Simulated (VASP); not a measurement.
ZrF2 in VASP: the effect of functional

ZrF2, a sheet with vacuum:

```
CELL_PARAMETERS angstrom
2.98876 0.00000 0.00000
-1.49438 2.58834 0.00000
0.00000 0.00000 29.71320
ATOMIC_POSITIONS crystal
Zr 0.00000 0.00000 0.26924
F 0.66667 0.33333 0.21936
F 0.33333 0.66667 0.31912
```

The cell was built by a generator and needn't be a form met in nature.

Alike in all runs:

```yaml
Program: VASP 6.6.1
Task: work function
Cutoff: 520 eV
k_mesh: 10 × 10 × 1
Occupations: fermi-dirac, width 0.05 eV
Spin: no spin polarisation
```

Q: One run gave: largest force 0.03 eV/Å. Which functional did it use?
A. LDA
B. PW91
C. PBEsol
D. r2SCAN
E. TPSS

A: B.

```tsv
functional	potentials or basis	largest force (eV/Å)
LDA	VASP PAW LDA potentials, release 64 (Zr_sv, F)	0.69
PBE	VASP PAW PBE potentials, release 64 (Zr_sv, F)	0.01
PBEsol	VASP PAW PBE potentials, release 64 (Zr_sv, F)	0.34
RPBE	VASP PAW PBE potentials, release 64 (Zr_sv, F)	0.28
revPBE	VASP PAW PBE potentials, release 64 (Zr_sv, F)	0.21
BLYP	VASP PAW PBE potentials, release 64 (Zr_sv, F)	0.20
PW91	VASP PAW PBE potentials, release 64 (Zr_sv, F)	0.03
r2SCAN	VASP PAW PBE potentials, release 64 (Zr_sv, F)	0.09
TPSS	VASP PAW PBE potentials, release 64 (Zr_sv, F)	0.13
```

Caveats: the PAW data sets were made with another functional, which shifts forces and pressure a little (some runs).
